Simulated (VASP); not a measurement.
Given:

```
CELL_PARAMETERS angstrom
      5.62472    -1.66019    -0.11993
      5.62472     1.66019    -0.11993
     -0.69664     0.00000     5.12953
ATOMIC_POSITIONS crystal
  Mg 0.61550 0.61550 0.28541
  Mg 0.38450 0.38450 0.71459
  Sb 0.87446 0.87446 0.21842
  Sb 0.12554 0.12554 0.78158
```

Calculation: PBEsol GGA, VASP's PBE PAW potentials (set 64) (plane waves; VASP). Run with 400 eV cut-off, 11×11×7 Γ-centred mesh, tetrahedra with Blöchl corrections, potentials Mg Sb.

The cores are frozen, which limits the accuracy of field gradients.

Question: Give the principal components of the electric field gradient (V/Å²) and the asymmetry η at each nucleus.

Answer: 
```csv
atom,Vxx,Vyy,Vzz,η
Mg1,2.4,1.4,-3.9,0.26
Mg2,2.4,1.4,-3.9,0.26
Sb3,195.0,15.8,-210.9,0.85
Sb4,195.0,15.8,-210.9,0.85
```

The structure comes from a computed database's MgSb entry (C2/m); how it stands against other phases isn't given here. It was relaxed first.
